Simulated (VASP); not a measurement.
OSZICAR of a VASP run on Te₂Au (sg12):

OSZICAR:
```
...
   2 F= -.10157403E+03 E0= -.10157360E+03  d E =-.950520E-02
       N       E                     dE             d eps       ncg     rms          rms(c)
DAV:   1    -0.101723812782E+03   -0.14979E+00   -0.26624E+00  3469   0.158E+01    0.275E+00
DAV:   2    -0.101596671241E+03    0.12714E+00   -0.60224E-01  3434   0.898E+00    0.126E+00
DAV:   3    -0.101592424140E+03    0.42471E-02   -0.25996E-02  3546   0.151E+00    0.672E-01
DAV:   4    -0.101587157874E+03    0.52663E-02   -0.15629E-02  3665   0.850E-01    0.206E-01
DAV:   5    -0.101588547602E+03   -0.13897E-02   -0.43157E-03  3567   0.669E-01    0.210E-01
DAV:   6    -0.101587679138E+03    0.86846E-03   -0.30425E-03  3602   0.485E-01    0.108E-01
DAV:   7    -0.101588739384E+03   -0.10602E-02   -0.22828E-03  3532   0.470E-01    0.358E-02
DAV:   8    -0.101589311127E+03   -0.57174E-03   -0.28963E-04  3434   0.181E-01    0.110E-02
DAV:   9    -0.101589306165E+03    0.49618E-05   -0.25722E-05  3637   0.534E-02    0.577E-03
DAV:  10    -0.101589318972E+03   -0.12807E-04   -0.68984E-06  3574   0.264E-02    0.287E-03
DAV:  11    -0.101589320231E+03   -0.12587E-05   -0.10201E-06  2116   0.998E-03    0.159E-03
DAV:  12    -0.101589320243E+03   -0.11698E-07   -0.24682E-07  1724   0.625E-03
   3 F= -.10158932E+03 E0= -.10158903E+03  d E =-.248000E-01
       N       E                     dE             d eps       ncg     rms          rms(c)
DAV:   1    -0.101599415707E+03   -0.10095E-01   -0.53828E-01  3462   0.551E+00    0.487E-01
DAV:   2    -0.101595262230E+03    0.41535E-02   -0.87942E-03  3756   0.776E-01    0.232E-01
DAV:   3    -0.101595738015E+03   -0.47578E-03   -0.24653E-03  3917   0.420E-01    0.104E-01
DAV:   4    -0.101595399200E+03    0.33882E-03   -0.56605E-04  3490   0.247E-01    0.310E-02
DAV:   5    -0.101595510938E+03   -0.11174E-03   -0.58255E-04  3448   0.237E-01    0.305E-02
DAV:   6    -0.101595742734E+03   -0.23180E-03   -0.13382E-04  3434   0.113E-01    0.634E-03
DAV:   7    -0.101595744850E+03   -0.21163E-05   -0.12627E-05  3644   0.319E-02    0.272E-03
DAV:   8    -0.101595748633E+03   -0.37828E-05   -0.46613E-06  3672   0.199E-02    0.174E-03
DAV:   9    -0.101595748467E+03    0.16551E-06   -0.44460E-07  2095   0.712E-03
   4 F= -.10159575E+03 E0= -.10159547E+03  d E =-.642822E-02
       N       E                     dE             d eps       ncg     rms          rms(c)
DAV:   1    -0.101616006090E+03   -0.20257E-01   -0.21678E+00  3490   0.111E+01    0.977E-01
DAV:   2    -0.101599598624E+03    0.16407E-01   -0.34925E-02  3770   0.152E+00    0.461E-01
DAV:   3    -0.101601315488E+03   -0.17169E-02   -0.10097E-02  3875   0.851E-01    0.206E-01
DAV:   4    -0.101599863185E+03    0.14523E-02   -0.23494E-03  3490   0.506E-01    0.604E-02
DAV:   5    -0.101600175488E+03   -0.31230E-03   -0.27599E-03  3434   0.517E-01    0.609E-02
DAV:   6    -0.101601388581E+03   -0.12131E-02   -0.51672E-04  3448   0.221E-01    0.155E-02
DAV:   7    -0.101601394594E+03   -0.60133E-05   -0.42231E-05  3749   0.561E-02    0.646E-03
DAV:   8    -0.101601412185E+03   -0.17591E-04   -0.19552E-05  3679   0.411E-02    0.380E-03
DAV:   9    -0.101601412296E+03   -0.11071E-06   -0.10410E-06  2620   0.109E-02
   5 F= -.10160141E+03 E0= -.10160133E+03  d E =-.120921E-01
       N       E                     dE             d eps       ncg     rms          rms(c)
DAV:   1    -0.101604790016E+03   -0.33778E-02   -0.18162E-01  3546   0.317E+00    0.283E-01
DAV:   2    -0.101602556562E+03    0.22335E-02   -0.39625E-03  4036   0.465E-01    0.133E-01
DAV:   3    -0.101602240691E+03    0.31587E-03   -0.18149E-03  3805   0.331E-01    0.465E-02
DAV:   4    -0.101602231191E+03    0.94999E-05   -0.24872E-04  3665   0.144E-01    0.223E-02
DAV:   5    -0.101602283102E+03   -0.51911E-04   -0.12682E-04  3504   0.109E-01    0.150E-02
DAV:   6    -0.101602305306E+03   -0.22204E-04   -0.59911E-05  3462   0.731E-02    0.383E-03
DAV:   7    -0.101602323171E+03   -0.17865E-04   -0.14676E-05  3490   0.355E-02    0.162E-03
DAV:   8    -0.101602323653E+03   -0.48258E-06   -0.73893E-07  2158   0.784E-03
   6 F= -.10160232E+03 E0= -.10160240E+03  d E =-.911358E-03
       N       E                     dE             d eps       ncg     rms          rms(c)
DAV:   1    -0.101602389364E+03   -0.66193E-04   -0.37462E-03  3567   0.455E-01    0.406E-02
DAV:   2    -0.101602343322E+03    0.46042E-04   -0.81695E-05  4064   0.669E-02    0.190E-02
DAV:   3    -0.101602336584E+03    0.67387E-05   -0.37065E-05  3819   0.477E-02    0.672E-03
DAV:   4    -0.101602336480E+03    0.10373E-06   -0.52569E-06  3630   0.216E-02
   7 F= -.10160234E+03 E0= -.10160243E+03  d E =-.924184E-03
       N       E                     dE             d eps       ncg     rms          rms(c)
DAV:   1    -0.101603042608E+03   -0.70602E-03   -0.35745E-02  3567   0.146E+00    0.183E-01
DAV:   2    -0.101602732091E+03    0.31052E-03   -0.21759E-03  3826   0.492E-01    0.707E-02
DAV:   3    -0.101602718232E+03    0.13859E-04   -0.10754E-04  4064   0.854E-02    0.395E-02
DAV:   4    -0.101602693218E+03    0.25013E-04   -0.78029E-05  3623   0.625E-02    0.152E-02
DAV:   5    -0.101602703227E+03   -0.10008E-04   -0.17410E-05  3588   0.414E-02    0.138E-02
DAV:   6    -0.101602696144E+03    0.70825E-05   -0.12058E-05  3581   0.337E-02    0.639E-03
DAV:   7    -0.101602705696E+03   -0.95521E-05   -0.87508E-06  3511   0.306E-02    0.189E-03
DAV:   8    -0.101602706827E+03   -0.11302E-05   -0.81277E-07  1794   0.915E-03    0.411E-04
DAV:   9    -0.101602706845E+03   -0.18795E-07   -0.96007E-08  1710   0.283E-03
   8 F= -.10160271E+03 E0= -.10160285E+03  d E =-.370365E-03
       N       E                     dE             d eps       ncg     rms          rms(c)
DAV:   1    -0.101602897423E+03   -0.19060E-03   -0.12272E-02  3574   0.854E-01    0.108E-01
DAV:   2    -0.101602790289E+03    0.10713E-03   -0.74269E-04  3819   0.287E-01    0.415E-02
DAV:   3    -0.101602785111E+03    0.51783E-05   -0.36655E-05  4064   0.497E-02    0.232E-02
DAV:   4    -0.101602777016E+03    0.80950E-05   -0.26751E-05  3602   0.365E-02    0.893E-03
DAV:   5    -0.101602780527E+03   -0.35106E-05   -0.58490E-06  3588   0.240E-02    0.807E-03
DAV:   6    -0.101602778327E+03    0.21996E-05   -0.40830E-06  3353   0.196E-02    0.372E-03
DAV:   7    -0.101602781671E+03   -0.33438E-05   -0.28564E-06  2680   0.174E-02    0.104E-03
DAV:   8    -0.101602782055E+03   -0.38460E-06   -0.26858E-07  1710   0.482E-03
   9 F= -.10160278E+03 E0= -.10160294E+03  d E =-.445576E-03
       N       E                     dE             d eps       ncg     rms          rms(c)
DAV:   1    -0.101604532988E+03   -0.17513E-02   -0.56014E-02  3616   0.200E+00    0.308E-01
DAV:   2    -0.101603008233E+03    0.15248E-02   -0.77495E-03  3742   0.102E+00    0.159E-01
DAV:   3    -0.101602958450E+03    0.49783E-04   -0.35433E-04  3714   0.163E-01    0.978E-02
DAV:   4    -0.101602867750E+03    0.90700E-04   -0.26447E-04  3637   0.111E-01    0.269E-02
DAV:   5    -0.101602901568E+03   -0.33818E-04   -0.67146E-05  3574   0.831E-02    0.286E-02
DAV:   6    -0.101602872354E+03    0.29214E-04   -0.44870E-05  3679   0.611E-02    0.140E-02
DAV:   7    -0.101602904658E+03   -0.32304E-04   -0.30174E-05  3560   0.534E-02    0.564E-03
DAV:   8    -0.101602906406E+03   -0.17480E-05   -0.19345E-06  2715   0.120E-02    0.115E-03
DAV:   9    -0.101602906440E+03   -0.34274E-07   -0.33118E-07  1710   0.536E-03
  10 F= -.10160291E+03 E0= -.10160308E+03  d E =-.124384E-03
       N       E                     dE             d eps       ncg     rms          rms(c)
DAV:   1    -0.101603054170E+03   -0.14776E-03   -0.44691E-03  3623   0.565E-01    0.869E-02
DAV:   2    -0.101602933049E+03    0.12112E-03   -0.62774E-04  3721   0.290E-01    0.448E-02
DAV:   3    -0.101602929608E+03    0.34413E-05   -0.28645E-05  3735   0.468E-02    0.272E-02
DAV:   4    -0.101602923215E+03    0.63933E-05   -0.20928E-05  3637   0.314E-02    0.752E-03
DAV:   5    -0.101602926627E+03   -0.34128E-05   -0.52619E-06  3553   0.235E-02    0.802E-03
DAV:   6    -0.101602924769E+03    0.18582E-05   -0.35135E-06  2971   0.175E-02    0.395E-03
DAV:   7    -0.101602927649E+03   -0.28795E-05   -0.24829E-06  2559   0.153E-02    0.133E-03
DAV:   8    -0.101602927940E+03   -0.29142E-06   -0.17414E-07  1710   0.347E-03
  11 F= -.10160293E+03 E0= -.10160310E+03  d E =-.145885E-03
       N       E                     dE             d eps       ncg     rms          rms(c)
DAV:   1    -0.101603004604E+03   -0.76955E-04   -0.73515E-03  3623   0.540E-01    0.469E-02
DAV:   2    -0.101603027942E+03   -0.23338E-04   -0.23064E-04  3819   0.103E-01    0.153E-02
DAV:   3    -0.101603030008E+03   -0.20657E-05   -0.78524E-06  4373   0.249E-02    0.811E-03
DAV:   4    -0.101603029707E+03    0.30073E-06   -0.21442E-06  2883   0.142E-02
  12 F= -.10160303E+03 E0= -.10160321E+03  d E =-.101767E-03
       N       E                     dE             d eps       ncg     rms          rms(c)
DAV:   1    -0.101602963935E+03    0.66073E-04   -0.66166E-02  3609   0.162E+00    0.142E-01
DAV:   2    -0.101603167477E+03   -0.20354E-03   -0.20661E-03  3833   0.307E-01    0.461E-02
DAV:   3    -0.101603187029E+03   -0.19552E-04   -0.73630E-05  4377   0.769E-02    0.244E-02
DAV:   4    -0.101603182944E+03    0.40844E-05   -0.22226E-05  3665   0.453E-02    0.914E-03
DAV:   5    -0.101603182347E+03    0.59741E-06   -0.14255E-05  3441   0.383E-02    0.495E-03
DAV:   6    -0.101603189719E+03   -0.73726E-05   -0.54654E-06  3476   0.236E-02    0.288E-03
DAV:   7    -0.101603190427E+03   -0.70780E-06   -0.40081E-07  1850   0.659E-03
  13 F= -.10160319E+03 E0= -.10160339E+03  d E =-.262487E-03
```

Task: Which electronic solver shows in the log?

Result: It is blocked Davidson (ALGO = Normal, or the opening steps of other solvers). The INCAR had ALGO = Normal.

Task: Can the final energy be trusted as converged?

Result: The calculation finished and met its thresholds. It stopped with EDIFF = 1E-6, NELM = 100, NSW = 60 and EDIFFG = -0.02 after 13 ionic steps (r2SCAN meta-GGA, plane waves, VASP's PBE PAW potentials (set 64)). Energy and stress use the plane-wave basis of the starting cell.

The compound is Te2Au in the sg12 structure. This run relaxes it. Symmetry was kept, so distortions that lower it aren't found. The start is the result of an earlier pass. The electron count is odd and the run is not spin-polarised, which forces a metal.
